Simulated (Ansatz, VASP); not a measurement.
# Sb in two plane-wave programs, part 2 of 2

Aim: how closely do two programs agree when they are given the same cell, functional and k mesh? Of the first pair: The structure shown is frame 40 of Ansatz's trajectory.

VASP 6.6.1 and Ansatz 0.2.0.

So far: Starting point; Ansatz: dynamics, PBE; VASP: single point, PBE, pair 1.

## 4. Differences

Known differences besides the potentials themselves: the data sets hold 720 valence electrons in Ansatz (on its default PAW (the set named soft_2) files) and 240 in VASP; the cutoff is 420 eV in Ansatz and 400 eV in VASP (PREC = Accurate, projectors in real space). Total energies have different zeros and are not compared.

Forces on 7 of the 48 atoms, those with the largest forces and the largest differences (eV/Å; atoms numbered as in POSCAR):

```csv
atom,"Ansatz x, y, z","VASP x, y, z"
Sb2,"1.441, -0.942, 0.896","1.496, -0.943, 0.935"
Sb5,"0.304, -2.598, -0.653","0.313, -2.671, -0.689"
Sb6,"0.404, 1.773, 0.006","0.434, 1.854, 0.014"
Sb11,"-2.220, 0.693, -0.960","-2.315, 0.721, -0.973"
Sb18,"-0.480, 1.753, 1.388","-0.490, 1.814, 1.425"
Sb27,"1.830, -1.644, 0.097","1.887, -1.710, 0.097"
Sb47,"0.182, 0.985, -1.967","0.175, 1.008, -2.019"
```

The forces differ by 26 meV/Å r.m.s., which is 3.4 % of the r.m.s. force of 0.764 eV/Å (both taken over all components).

## 5. Ansatz: dynamics, PBE

One frame of this run of dynamics is then solved in both programs, so the motion causes no difference.

The structure compared here is frame 80 of Ansatz's trajectory.

Contents of input.yaml:

```yaml
crystal:
  lattice:
    - [11.412, 0.0, 0.0]
    - [0.0, 11.412, 0.0]
    - [0.0, 0.0, 11.412]
  atoms:
    - { symbol: Sb, position: [0.51182, 0.95046, 0.14416] }
    - { symbol: Sb, position: [0.87828, 0.35926, 0.38324] }
    - { symbol: Sb, position: [0.72119, 0.44916, 0.56312] }
    - { symbol: Sb, position: [0.09507, 0.81506, 0.49494] }
    - { symbol: Sb, position: [0.36434, 0.82675, 0.33123] }
    - { symbol: Sb, position: [0.45051, 0.13405, 0.39648] }
    - { symbol: Sb, position: [0.2639, 0.27173, 0.78645] }
    - { symbol: Sb, position: [0.27323, 0.46737, 0.9703] }
    - { symbol: Sb, position: [0.89922, 0.67757, 0.54058] }
    - { symbol: Sb, position: [0.29463, 0.17783, 0.00927] }
    - { symbol: Sb, position: [0.52204, 0.11683, 0.63007] }
    - { symbol: Sb, position: [0.79225, 0.7155, 0.98509] }
    - { symbol: Sb, position: [0.05441, 0.50131, 0.47584] }
    - { symbol: Sb, position: [0.06872, 0.57262, 0.8123] }
    - { symbol: Sb, position: [0.55043, 0.2684, 0.85036] }
    - { symbol: Sb, position: [0.49585, 0.49965, 0.72563] }
    - { symbol: Sb, position: [0.19048, 0.83469, 0.71822] }
    - { symbol: Sb, position: [0.78227, 0.24267, 0.78013] }
    - { symbol: Sb, position: [0.17461, 0.04021, 0.84803] }
    - { symbol: Sb, position: [0.8678, 0.88479, 0.41643] }
    - { symbol: Sb, position: [0.29218, 0.03623, 0.62661] }
    - { symbol: Sb, position: [0.70668, 0.81445, 0.24544] }
    - { symbol: Sb, position: [0.30435, 0.63341, 0.79478] }
    - { symbol: Sb, position: [0.93336, 0.09093, 0.52847] }
    - { symbol: Sb, position: [0.93679, 0.41743, 0.67198] }
    - { symbol: Sb, position: [0.03349, 0.69887, 0.01789] }
    - { symbol: Sb, position: [0.79705, 0.89142, 0.65639] }
    - { symbol: Sb, position: [0.23185, 0.78904, 0.12753] }
    - { symbol: Sb, position: [0.85115, 0.02223, 0.85763] }
    - { symbol: Sb, position: [0.17422, 0.40534, 0.28668] }
    - { symbol: Sb, position: [0.65522, 0.26416, 0.41902] }
    - { symbol: Sb, position: [0.09772, 0.26162, 0.47197] }
    - { symbol: Sb, position: [0.14989, 0.65874, 0.31633] }
    - { symbol: Sb, position: [0.69264, 0.64166, 0.41658] }
    - { symbol: Sb, position: [0.83152, 0.61583, 0.7663] }
    - { symbol: Sb, position: [0.33969, 0.57484, 0.17856] }
    - { symbol: Sb, position: [0.95417, 0.23682, 0.18679] }
    - { symbol: Sb, position: [0.02491, 0.22343, 0.79007] }
    - { symbol: Sb, position: [0.7047, 0.04325, 0.32907] }
    - { symbol: Sb, position: [0.43702, 0.65441, 0.4873] }
    - { symbol: Sb, position: [0.57181, 0.83625, 0.73101] }
    - { symbol: Sb, position: [0.40557, 0.44217, 0.37195] }
    - { symbol: Sb, position: [0.16886, 0.15252, 0.2661] }
    - { symbol: Sb, position: [0.32457, 0.29969, 0.55218] }
    - { symbol: Sb, position: [0.96716, 0.81272, 0.81301] }
    - { symbol: Sb, position: [0.65954, 0.51387, 0.90547] }
    - { symbol: Sb, position: [0.68166, 0.47625, 0.14514] }
    - { symbol: Sb, position: [0.49758, 0.21443, 0.13894] }
kpoints:
  mp_grid: { grid: [1, 1, 1] }
hamiltonian:
  xc: pbe
scf:
  occupations: { method: fermi_dirac, width: 0.078 }
output:
  forces: true
  stress: true
md:
  timestep: 4.0
  n_steps: 120
  ensemble: nvt_nose_hoover
  temperature: 904
  initial_velocities: maxwell_boltzmann
  seed: 5
```

The run is started by

```
$ ansatz run input.yaml --threads 8 --pin off --max-ram 15360MiB --backend cpu --events-out ev --progress --plain --runs-dir out
```

Numbers of over 12 decimals in the logs are rounded to 6 here.

The program printed:

```text
[...]
Crystal: 48 atoms, lattice volume = 1486.227 Å³
Basis set: ecut = 420 eV, 28991 PW (Γ), exchange–correlation on 160×160×160 points (8 copies of the dense FFT grid, shifted against one another)
Bands: 432, of which v1, the nominal top of the filled ones, is band 360 counted from 1 (359 counted from 0)
Symmetry: 1 space group operations
k-points: 1
[...]
atom  48  Sb    -0.98350069    -0.30117380    -0.23092858
  max |Σ_I F_I| component: 1.29e-5 eV/Å
--- Stress (GPa, compression-positive) ---
        4.002004       0.259224      -0.656705
        0.259224       3.545978      -0.127708
       -0.656705      -0.127708       3.704951
  P = ⅓ Tr σ = 3.7510 GPa (37.510 kbar)
--- MD trajectory: 120 steps, t = 0.0 → 480.0 fs ---
[...]
conserved energy: peak-to-peak 2.186e-2 eV (4.555e-4 eV/atom) over 480.0 fs
[key lines of the parts left out:]
SCF converged after 7 iterations
Free energy (F): -311238.969212 eV
Fermi energy:    9.544851 eV
```

## 6. VASP: single point, PBE, pair 2

The same cell, functional, mesh and smearing now go to VASP, with its own data sets.

Contents of INCAR:

```
SYSTEM = Sb
PREC = Accurate
ENCUT = 400
EDIFF = 1E-06
NELM = 120
ISMEAR = -1
SIGMA = 0.078
LREAL = Auto
ALGO = Normal
GGA = PE
NBANDS = 160
LORBIT = 11
LWAVE = .FALSE.
LCHARG = .FALSE.
ISIF = 2
LASPH = .TRUE.
GGA_COMPAT = .FALSE.
NCORE = 2
```

Contents of POSCAR:

```
Sb
1.0
   11.4120000000      0.0000000000      0.0000000000
    0.0000000000     11.4120000000      0.0000000000
    0.0000000000      0.0000000000     11.4120000000
Sb
48
Direct
    0.5155800911      0.0059674027      0.0755082369
    0.9349281458      0.3753680336      0.3582457063
    0.7503154574      0.4590694006      0.5685068349
    0.1338152822      0.8458727655      0.4262004907
    0.3775324220      0.8483175605      0.3774272695
    0.4069926393      0.0968980021      0.3150893796
    0.2417542937      0.2944006309      0.7852436032
    0.3329214862      0.4470294427      0.0370837715
    0.9170171749      0.6935243603      0.4744304241
    0.2699351560      0.1827024185      0.0190851735
    0.5406239047      0.0146950578      0.6206011216
    0.7090080617      0.8098843323      0.9605415352
    0.1642218717      0.4929723098      0.5062565720
    0.0796004206      0.4985191027      0.9033035401
    0.4863652296      0.2753066947      0.8887223975
    0.4597090782      0.4643182615      0.7112688398
    0.1987381703      0.7159919383      0.6494216614
    0.6812565720      0.2187960042      0.7583946723
    0.2227567473      0.9700227830      0.8303277252
    0.8904398878      0.8891254819      0.3186558009
    0.3014370838      0.0582895198      0.6071153172
    0.6349018577      0.7976778829      0.1749211356
    0.2962145110      0.6804504031      0.8802313354
    0.9572204697      0.1213109008      0.6439449702
    0.9896074308      0.4266824395      0.6756484402
    0.9165527515      0.6378899404      0.0729933403
    0.8764283211      0.8547318612      0.6611286365
    0.2391079565      0.8616631616      0.0964949176
    0.8146512443      0.0406852436      0.9811601823
    0.1276375745      0.3860935857      0.1895723800
    0.6719856292      0.2519716088      0.4463284262
    0.1242376446      0.2232036453      0.4530581844
    0.1120399579      0.6407816334      0.2327374693
    0.6669470733      0.6256922538      0.3962758500
    0.7214949176      0.6268576937      0.7600070102
    0.4168944970      0.6732825096      0.1221258325
    0.9112863652      0.2360147213      0.0998597967
    0.0468103750      0.1489484753      0.8858569926
    0.6790746583      0.0384419909      0.3339905363
    0.4215825447      0.7050736067      0.5661496670
    0.5390991938      0.8334910620      0.7808096740
    0.4343235191      0.5048107256      0.3195320715
    0.1383631265      0.0777514897      0.2260252366
    0.4244654749      0.3117683141      0.4984752892
    0.9936733263      0.8565194532      0.9445758850
    0.5782159131      0.5550560813      0.9536978619
    0.7589291973      0.4892481598      0.1694006309
    0.5696985629      0.2647563968      0.2046705223
```

Contents of KPOINTS:

```
Automatic mesh
0
Gamma
1 1 1
0 0 0
```

The projector-augmented-wave data sets are Sb (PBE family, release 64).

The run is started by

```
$ mpirun -np 8 vasp_gam
```

The program printed:

```text
[... set-up lines as in an earlier step ...]
 entering main loop
       N       E                     dE             d eps       ncg     rms          rms(c)
DAV:   1     0.171637156512E+04    0.17164E+04   -0.76089E+04   320   0.103E+03
DAV:   2     0.308759204098E+02   -0.16855E+04   -0.15981E+04   416   0.202E+02
DAV:   3    -0.173078398085E+03   -0.20395E+03   -0.19513E+03   376   0.796E+01
DAV:   4    -0.180795822065E+03   -0.77174E+01   -0.75295E+01   384   0.151E+01
[...]
DAV:  13    -0.180580337565E+03   -0.11854E-04   -0.24531E-05   352   0.102E-02    0.134E-02
DAV:  14    -0.180580341442E+03   -0.38769E-05   -0.10061E-05   360   0.627E-03    0.405E-03
DAV:  15    -0.180580341858E+03   -0.41551E-06   -0.17683E-06   224   0.259E-03
   1 F= -.18058034E+03 E0= -.18029520E+03  d E =-.570284E+00
```

Parts of OUTCAR (step 6):

```text
  Total       26.4089108     28.0565804     40.9240644      1.8104446     -7.9553972     -7.2003018
  in kB       28.4692341     30.2454486     44.1168050      1.9516886     -8.5760471     -7.7620421
  external PRESSURE =      34.2771626 kB  Pullay stress =       0.0000000 kB

 POSITION                                       TOTAL-FORCE (eV/Angst)
 -----------------------------------------------------------------------------------
      5.88380      0.06810      0.86170        -0.096954      0.122664      0.538212
     10.66940      4.28370      4.08830        -0.519819      0.131747      0.139892
      8.56260      5.23890      6.48780         0.385617     -0.048100      0.176723
      1.52710      9.65310      4.86380        -0.026851      0.219740      0.173955
      4.30840      9.68100      4.30720        -0.032608      0.078490     -0.865854
      4.64460      1.10580      3.59580        -0.156126      0.239880     -0.271026
      2.75890      3.35970      8.96120         0.065175      0.753907     -0.591065
      3.79930      5.10150      0.42320        -0.343795     -0.577769     -0.063236
     10.46500      7.91450      5.41420         0.182203     -0.652948     -0.120502
      3.08050      2.08500      0.21780         0.235656     -0.462996      0.651409
      6.16960      0.16770      7.08230         1.295031      0.655395     -0.315144
      8.09120      9.24240     10.96170         1.188548     -0.593224     -1.910490
      1.87410      5.62580      5.77740        -0.250239      0.046394     -0.140952
      0.90840      5.68910     10.30850         0.581593      0.314339      0.401203
[...]
-----------------------------------------------------------------------------------
    total drift:                               -0.017058      0.012464      0.047959

  FREE ENERGIE OF THE ION-ELECTRON SYSTEM (eV)
  ---------------------------------------------------
  free  energy   TOTEN  =      -180.5803418577 eV

  energy  without entropy=     -180.0100583566  energy(sigma->0) =     -180.29520011

[... 2 parts as in an earlier step ...]

[... 1 further part left out ...]
[key lines of the parts left out:]
E-fermi :   6.7030
```

The run ends at a pressure of 3.43 GPa, with forces up to 2.8 eV/Å.

## 7. Comparison

What differs besides the data sets and the points named for the pairs above, as far as they apply: the data sets hold 720 valence electrons in Ansatz (on its default PAW (the set named soft_2) files) and 240 in VASP. Total energies have different zeros and are not compared.

Forces on 7 of the 48 atoms, those with the largest forces and the largest differences (eV/Å; atoms numbered as in POSCAR):

```csv
atom,"Ansatz x, y, z","VASP x, y, z"
Sb11,"1.266, 0.636, -0.284","1.295, 0.655, -0.315"
Sb12,"1.144, -0.593, -1.831","1.189, -0.593, -1.910"
Sb22,"-0.539, 0.478, 2.571","-0.552, 0.465, 2.667"
Sb26,"1.206, 0.586, -0.806","1.217, 0.611, -0.829"
Sb40,"1.405, -0.326, 0.271","1.463, -0.356, 0.279"
Sb41,"-1.074, -1.030, -0.171","-1.092, -1.061, -0.151"
Sb47,"-1.220, -0.953, 0.592","-1.243, -0.991, 0.608"
```

The forces differ by 19 meV/Å r.m.s., which is 3.4 % of the r.m.s. force of 0.566 eV/Å (both taken over all components).

## 8. Ansatz: dynamics, PBE

One frame of this run of dynamics is then solved in both programs, so the motion causes no difference.

The structure compared here is frame 120 of Ansatz's trajectory.

input.yaml is that of step 5.

The run is started by

```
$ ansatz run input.yaml --threads 8 --pin off --max-ram 15360MiB --backend cpu --events-out ev --progress --plain --runs-dir out
```

The program printed:

```text
[...]
Crystal: 48 atoms, lattice volume = 1486.227 Å³
Basis set: ecut = 420 eV, 28991 PW (Γ), exchange–correlation on 160×160×160 points (8 copies of the dense FFT grid, shifted against one another)
Bands: 432, of which v1, the nominal top of the filled ones, is band 360 counted from 1 (359 counted from 0)
Symmetry: 1 space group operations
k-points: 1
[...]
atom  48  Sb    -0.98350069    -0.30117380    -0.23092858
  max |Σ_I F_I| component: 1.29e-5 eV/Å
--- Stress (GPa, compression-positive) ---
        4.002004       0.259224      -0.656705
        0.259224       3.545978      -0.127708
       -0.656705      -0.127708       3.704951
  P = ⅓ Tr σ = 3.7510 GPa (37.510 kbar)
--- MD trajectory: 120 steps, t = 0.0 → 480.0 fs ---
[...]
conserved energy: peak-to-peak 2.186e-2 eV (4.555e-4 eV/atom) over 480.0 fs
[key lines of the parts left out:]
SCF converged after 7 iterations
Free energy (F): -311238.969212 eV
Fermi energy:    9.544851 eV
```

## 9. VASP: single point, PBE, pair 3

The same cell, functional, mesh and smearing now go to VASP, with its own data sets.

INCAR is that of step 6.

Contents of POSCAR:

```
Sb
1.0
   11.4120000000      0.0000000000      0.0000000000
    0.0000000000     11.4120000000      0.0000000000
    0.0000000000      0.0000000000     11.4120000000
Sb
48
Direct
    0.5535839467      0.0273396425      0.0639414651
    0.9159130740      0.3695758850      0.3760865755
    0.7987644585      0.4808797757      0.5770066597
    0.1285751840      0.8490361023      0.4547055731
    0.3738871363      0.9061514196      0.4024535577
    0.3706712233      0.1078250964      0.2416403785
    0.2503417455      0.3246056782      0.7513757448
    0.3833508587      0.4107868910      0.0600946372
    0.9292236243      0.6633631265      0.4328689099
    0.2906764809      0.1513845075      0.9978443743
    0.6058973011      0.0093673326      0.5907816334
    0.7097528917      0.8044689800      0.9549772170
    0.1431300386      0.5007448300      0.4939099194
    0.0802926744      0.4932614791      0.9465124430
    0.4946722748      0.2721696460      0.8742113565
    0.4440063091      0.4652733964      0.7102348405
    0.1634332282      0.7034612688      0.6597353663
    0.7098317560      0.1947599019      0.7344987732
    0.2170522257      0.9479320014      0.8136610585
    0.8762618297      0.8873992289      0.2630827199
    0.3122765510      0.0968279005      0.6017525412
    0.6456011216      0.7953908167      0.2231773572
    0.2641868209      0.6623116018      0.9201980372
    0.9175779881      0.1347528917      0.6578163337
    0.0139327024      0.3888363127      0.6919733614
    0.9035927094      0.6489134245      0.0383368384
    0.9543988784      0.8168769716      0.7009551349
    0.1942078514      0.8256922538      0.0959603926
    0.7876533474      0.0592884683      0.9702506134
    0.1234752892      0.3626533474      0.1944356817
    0.7103224676      0.2554942166      0.4770942867
    0.1041798107      0.2085524010      0.4453820540
    0.0827725202      0.6584560112      0.2529617946
    0.6471258325      0.5893445496      0.3694269190
    0.7450928847      0.6696810375      0.7294777427
    0.4315807921      0.6907465825      0.1378110761
    0.9039782685      0.2661584297      0.1365229583
    0.0260690501      0.1516386260      0.8808885384
    0.6548019628      0.0302400981      0.3335173502
    0.4610410095      0.6912898703      0.5819050123
    0.4969418156      0.8488433228      0.7649667017
    0.4055993691      0.5115492464      0.3457851385
    0.1003242201      0.0912110060      0.2173238696
    0.4522432527      0.2942253768      0.5053014371
    0.9820802664      0.8956011216      0.9408955485
    0.5914914125      0.5498422713      0.9651331931
    0.7421310901      0.4769540834      0.1563441991
    0.5824132492      0.2867683141      0.2258412198
```

KPOINTS is that of step 6.

The run is started by

```
$ mpirun -np 8 vasp_gam
```

The program printed:

```text
[... set-up lines as in an earlier step ...]
 entering main loop
       N       E                     dE             d eps       ncg     rms          rms(c)
DAV:   1     0.172547763002E+04    0.17255E+04   -0.76055E+04   320   0.103E+03
DAV:   2     0.269797406124E+02   -0.16985E+04   -0.16199E+04   424   0.202E+02
DAV:   3    -0.174789718337E+03   -0.20177E+03   -0.19382E+03   376   0.794E+01
DAV:   4    -0.182470189266E+03   -0.76805E+01   -0.74678E+01   392   0.149E+01
[...]
DAV:  14    -0.182196543817E+03   -0.50459E-05   -0.45631E-06   336   0.365E-03    0.414E-03
DAV:  15    -0.182196546262E+03   -0.24443E-05   -0.23454E-06   280   0.262E-03    0.149E-03
DAV:  16    -0.182196546893E+03   -0.63184E-06   -0.72033E-07   216   0.148E-03
   1 F= -.18219655E+03 E0= -.18192281E+03  d E =-.547470E+00
```

OUTCAR, selected parts (step 9):

```text
  Total       37.4924314     33.0294881     34.4652167      2.4362046     -1.0749106     -6.2103142
  in kB       40.4174490     35.6063237     37.1540624      2.6262681     -1.1587710     -6.6948194
  external PRESSURE =      37.7259451 kB  Pullay stress =       0.0000000 kB

 POSITION                                       TOTAL-FORCE (eV/Angst)
 -----------------------------------------------------------------------------------
      6.31750      0.31200      0.72970        -0.369951     -0.100616      0.559964
     10.45240      4.21760      4.29190         0.421678     -0.136200     -0.466774
      9.11550      5.48780      6.58480        -0.485954     -0.279072      0.259767
      1.46730      9.68920      5.18910         0.059420      0.230182     -0.036188
      4.26680     10.34100      4.59280         0.284920     -0.162485      0.569039
      4.23010      1.23050      2.75760         0.102004     -0.007353      0.311598
      2.85690      3.70440      8.57470        -0.166322     -0.978324      0.756630
      4.37480      4.68790      0.68580         0.032417     -0.288965      0.350253
     10.60430      7.57030      4.93990        -1.029455      0.581848      0.733202
      3.31720      1.72760     11.38740        -0.069226      0.185862     -0.502953
      6.91450      0.10690      6.74200        -0.597823     -0.171352      0.493033
      8.09970      9.18060     10.89820        -1.133339     -0.068538     -0.275799
      1.63340      5.71450      5.63650         0.182503     -0.235931      0.291666
      0.91630      5.62910     10.80160         0.154599     -0.425405     -0.335487
[...]
-----------------------------------------------------------------------------------
    total drift:                               -0.009556     -0.017523     -0.005059

  FREE ENERGIE OF THE ION-ELECTRON SYSTEM (eV)
  ---------------------------------------------------
  free  energy   TOTEN  =      -182.1965468934 eV

  energy  without entropy=     -181.6490773155  energy(sigma->0) =     -181.92281210

[... 2 parts as in an earlier step ...]

[... 1 further part left out ...]
[key lines of the parts left out:]
E-fermi :   6.8087
```

The run ends at a pressure of 3.77 GPa, with forces up to 2.3 eV/Å.

## 10. Side by side

What differs besides the data sets and the points named for the pairs above, as far as they apply: the data sets hold 720 valence electrons in Ansatz (on its default PAW (the set named soft_2) files) and 240 in VASP. Total energies have different zeros and are not compared.

Forces on 7 of the 48 atoms, those with the largest forces and the largest differences (eV/Å; atoms numbered as in POSCAR):

```csv
atom,"Ansatz x, y, z","VASP x, y, z"
Sb7,"-0.150, -0.955, 0.743","-0.166, -0.978, 0.757"
Sb9,"-0.997, 0.585, 0.703","-1.029, 0.582, 0.733"
Sb17,"1.479, -0.708, -0.119","1.521, -0.737, -0.104"
Sb18,"-1.452, 0.313, 1.009","-1.517, 0.345, 1.054"
Sb24,"1.984, -0.429, -0.859","2.034, -0.453, -0.915"
Sb27,"-1.306, 0.763, -0.250","-1.331, 0.793, -0.265"
Sb33,"0.554, -0.290, -1.547","0.578, -0.307, -1.568"
```

The forces differ by 18 meV/Å r.m.s., which is 3.4 % of the r.m.s. force of 0.518 eV/Å (both taken over all components).

## 11. Outcome

```
r.m.s. force difference (single point, PBE, pair 1) : 3.4 % of the r.m.s. force
r.m.s. force difference (single point, PBE, pair 2) : 3.4 % of the r.m.s. force
r.m.s. force difference (single point, PBE, pair 3) : 3.4 % of the r.m.s. force
```

The r.m.s. force difference is 3.4 % of the r.m.s. force (single point, PBE, pair 3), beyond the 3 % picked in this series as the mark of a large difference. The data sets hold unlike numbers of valence electrons (720 in Ansatz and 240 in VASP), so part of the differences comes from the potentials. What causes the difference of the single point, PBE, pair 1 pair stays open here. What causes the difference of the single point, PBE, pair 2 pair stays open here. What causes the difference of the single point, PBE, pair 3 pair stays open here. How closely two codes agree says nothing of how well the functional describes the real material.

[Lines on the potential files, build, host, timing and source positions are cut from VASP's logs without a mark.]

[Logs are printed without paths, hosts, clocks, repeated set-up lines and the standing remarks that a program may print on its own settings, such as how far it seeks lower states.]

[Hosts, paths, dates, database ids (printed as entryN), source tags and the programs' standing remarks are cut or masked in the printed files.]
